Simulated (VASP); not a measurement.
A VASP calculation is set up with these files.

INCAR:
```
SYSTEM = PbI2
PREC = Accurate; ENCUT = 500; LREAL = F
LASPH = T
EDIFF = 1E-6; NELM = 100; ALGO = Normal
LMAXMIX = 4
ISMEAR = 0; SIGMA = 0.05
IBRION = 2; NSW = 40; ISIF = 3
EDIFFG = -0.02; PSTRESS = 100
LWAVE = F; LCHARG = F
```

**POSCAR**
```
PbI2
1
    1.9925173027    -3.4511420329     0.0000000000
    1.9925173027     3.4511420329    -0.0000000000
    0.0000000000    -0.0000000000     6.5722868415
Pb I
1 2
Direct
  0.0000000000   0.0000000000   0.0000000000
  0.3333330000   0.6666670000   0.3042939650
  0.6666670000   0.3333330000   0.6957060350
```

### KPOINTS
```
Automatic mesh
0
Gamma
7 7 4
0 0 0
```

POTCAR, in this order: Pb_d I (LDA.64 set). Program: vasp_std.

Translate this LDA calculation to Quantum ESPRESSO's pw.x.

One equivalent input (not run):
```
&CONTROL
  calculation = 'vc-relax'
  pseudo_dir = './pseudo'
  outdir = './out'
  tprnfor = .true.
  tstress = .true.
  nstep = 40
  forc_conv_thr = 0.00078
/
&SYSTEM
  ibrav = 0
  nat = 3
  ntyp = 2
  ecutwfc = 70
  occupations = 'smearing'
  smearing = 'gaussian'
  degauss = 0.003675
  input_dft = 'pz'
/
&ELECTRONS
  conv_thr = 7.3e-08
  electron_maxstep = 100
/
&IONS
/
&CELL
  press = 100
/
ATOMIC_SPECIES
  Pb 207.200 Pb.upf
  I 126.904 I.upf
CELL_PARAMETERS angstrom
     1.9925173   -3.4511420    0.0000000
     1.9925173    3.4511420   -0.0000000
     0.0000000   -0.0000000    6.5722868
ATOMIC_POSITIONS crystal
  Pb   0.0000000  0.0000000  0.0000000
  I    0.3333330  0.6666670  0.3042940
  I    0.6666670  0.3333330  0.6957060
K_POINTS automatic
  7 7 4 0 0 0
```
Limits of the translation: the potentials are each code's own (VASP's PAW set, PseudoDojo norm-conserving files in pw.x), so ENCUT and ecutwfc are chosen apart and not converted; conv_thr bounds pw.x's estimated SCF error, while EDIFF bounds the energy change between steps; forc_conv_thr acts on force components and is met together with etot_conv_thr.

The compound is PbI2 in the 1T layered structure. It was relaxed first under an external pressure of 10 GPa.
